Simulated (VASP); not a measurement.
OSZICAR of a VASP run on I:

### OSZICAR
```
       N       E                     dE             d eps       ncg     rms           ort
SDA:   1    -0.230485210332E+02   -0.23049E+02    0.00000E+00     8   0.582E-01   0.000E+00
CGA:   2    -0.230628647866E+02   -0.14344E-01   -0.14334E-01     8   0.139E-01   0.436E-03
CGA:   3    -0.230710643847E+02   -0.81996E-02   -0.76333E-02     8   0.144E+00   0.172E-02
CGA:   4    -0.231187161383E+02   -0.47652E-01   -0.47613E-01     8   0.123E+01   0.985E-03
CGA:   5    -0.231205002877E+02   -0.17841E-02   -0.17824E-02     8   0.111E+01   0.567E-01
CGA:   6    -0.231219493346E+02   -0.14490E-02   -0.14477E-02     8   0.959E+00   0.596E-01
CGA:   7    -0.231231213303E+02   -0.11720E-02   -0.11706E-02     8   0.811E+00   0.571E-01
CGA:   8    -0.231241280178E+02   -0.10067E-02   -0.10063E-02     8   0.676E+00   0.665E-01
CGA:   9    -0.231251037970E+02   -0.97578E-03   -0.97418E-03     8   0.553E+00   0.476E-01
CGA:  10    -0.231261526500E+02   -0.10489E-02   -0.10482E-02     8   0.449E+00   0.431E-01
CGA:  11    -0.231282179830E+02   -0.20653E-02   -0.20669E-02     8   0.366E+00   0.402E-01
CGA:  12    -0.231377289102E+02   -0.95109E-02   -0.94416E-02     8   0.300E+00   0.524E-01
CGA:  13    -0.231461298919E+02   -0.84010E-02   -0.83701E-02     8   0.241E+00   0.376E-01
CGA:  14    -0.231524879725E+02   -0.63581E-02   -0.77753E-02     8   0.201E+00   0.277E-01
CGA:  15    -0.231576877458E+02   -0.51998E-02   -0.64489E-02     8   0.180E+00   0.241E-01
CGA:  16    -0.231624136923E+02   -0.47259E-02   -0.58710E-02     8   0.173E+00   0.227E-01
CGA:  17    -0.231670839593E+02   -0.46703E-02   -0.57815E-02     8   0.174E+00   0.227E-01
CGA:  18    -0.231720377096E+02   -0.49538E-02   -0.60678E-02     8   0.182E+00   0.236E-01
CGA:  19    -0.231775568699E+02   -0.55192E-02   -0.65902E-02     8   0.190E+00   0.241E-01
CGA:  20    -0.231836990770E+02   -0.61422E-02   -0.70935E-02     8   0.193E+00   0.224E-01
CGA:  21    -0.231902174945E+02   -0.65184E-02   -0.72222E-02     8   0.188E+00   0.171E-01
CGA:  22    -0.231965545443E+02   -0.63370E-02   -0.67352E-02     8   0.176E+00   0.993E-02
CGA:  23    -0.232022492295E+02   -0.56947E-02   -0.58354E-02     8   0.161E+00   0.432E-02
CGA:  24    -0.232071881699E+02   -0.49389E-02   -0.49360E-02     8   0.147E+00   0.187E-02
CGA:  25    -0.232114983560E+02   -0.43102E-02   -0.42572E-02     8   0.136E+00   0.193E-02
CGA:  26    -0.232153440202E+02   -0.38457E-02   -0.38035E-02     8   0.129E+00   0.365E-02
CGA:  27    -0.232188718079E+02   -0.35278E-02   -0.35255E-02     8   0.124E+00   0.651E-02
CGA:  28    -0.232221735590E+02   -0.33018E-02   -0.33587E-02     8   0.119E+00   0.103E-01
CGA:  29    -0.232253108320E+02   -0.31373E-02   -0.32655E-02     8   0.115E+00   0.146E-01
CGA:  30    -0.232283309351E+02   -0.30201E-02   -0.32178E-02     8   0.111E+00   0.187E-01
CGA:  31    -0.232312744335E+02   -0.29435E-02   -0.31943E-02     8   0.106E+00   0.222E-01
CGA:  32    -0.232341793250E+02   -0.29049E-02   -0.31814E-02     8   0.101E+00   0.242E-01
CGA:  33    -0.232370812496E+02   -0.29019E-02   -0.31664E-02     8   0.966E-01   0.243E-01
CGA:  34    -0.232399836896E+02   -0.29024E-02   -0.31278E-02     8   0.930E-01   0.224E-01
CGA:  35    -0.232428626595E+02   -0.28790E-02   -0.30506E-02     8   0.906E-01   0.186E-01
CGA:  36    -0.232456570353E+02   -0.27944E-02   -0.29165E-02     8   0.904E-01   0.118E-01
CGA:  37    -0.232482523448E+02   -0.25953E-02   -0.26715E-02     8   0.888E-01   0.815E-02
CGA:  38    -0.232506917900E+02   -0.24394E-02   -0.24911E-02     8   0.881E-01   0.485E-02
CGA:  39    -0.232529962713E+02   -0.23045E-02   -0.23349E-02     8   0.864E-01   0.281E-02
CGA:  40    -0.232551634044E+02   -0.21671E-02   -0.21869E-02     8   0.834E-01   0.258E-02
CGA:  41    -0.232572126376E+02   -0.20492E-02   -0.20692E-02     8   0.788E-01   0.381E-02
SDA:  42    -0.232591548558E+02   -0.19422E-02   -0.19683E-02     8   0.730E-01   0.580E-02
CGA:  43    -0.232953194521E+02   -0.36165E-01   -0.36068E-01     8   0.190E-01   0.282E-03
CGA:  44    -0.233058413344E+02   -0.10522E-01   -0.10576E-01     8   0.365E-02  -0.181E-03
CGA:  45    -0.233080602104E+02   -0.22189E-02   -0.22075E-02     8   0.109E-02   0.477E-04
CGA:  46    -0.233086530112E+02   -0.59280E-03   -0.59966E-03     8   0.311E-03  -0.187E-04
CGA:  47    -0.233088433964E+02   -0.19039E-03   -0.19107E-03     8   0.978E-04  -0.208E-05
CGA:  48    -0.233088999265E+02   -0.56530E-04   -0.58366E-04     8   0.321E-04  -0.508E-05
CGA:  49    -0.233089175422E+02   -0.17616E-04   -0.17832E-04     8   0.103E-04  -0.620E-06
CGA:  50    -0.233089225320E+02   -0.49898E-05   -0.48354E-05     8   0.237E-05   0.105E-05
CGA:  51    -0.233089240077E+02   -0.14756E-05   -0.14128E-05     8   0.646E-06   0.282E-06
CGA:  52    -0.233089244523E+02   -0.44467E-06   -0.44413E-06     8   0.270E-06  -0.321E-07
   1 F= -.23308924E+02 E0= -.23308924E+02  d E =-.508748E-17  mag=     1.0000
```

Q: Which electronic solver shows in the log?

A: It is steepest descent (the opening step of the all-band solvers) and then all-band conjugate gradients (ALGO = All or Conjugate). The INCAR had ALGO = All.

Q: How was spin treated?

A: Collinear spin (ISPIN = 2): the summary line carries one mag value, 1.00 μB in the cell.

Q: Can the final energy be trusted as converged?

A: The run converged. It stopped with EDIFF = 1E-6, NELM = 200 (r2SCAN meta-GGA, plane waves, VASP's PBE PAW potentials (set 64)). The atom may not be in its lowest state.

The cell is a free atom in a box. The total moment is imposed (NUPDOWN), so this need not be the lowest spin state.
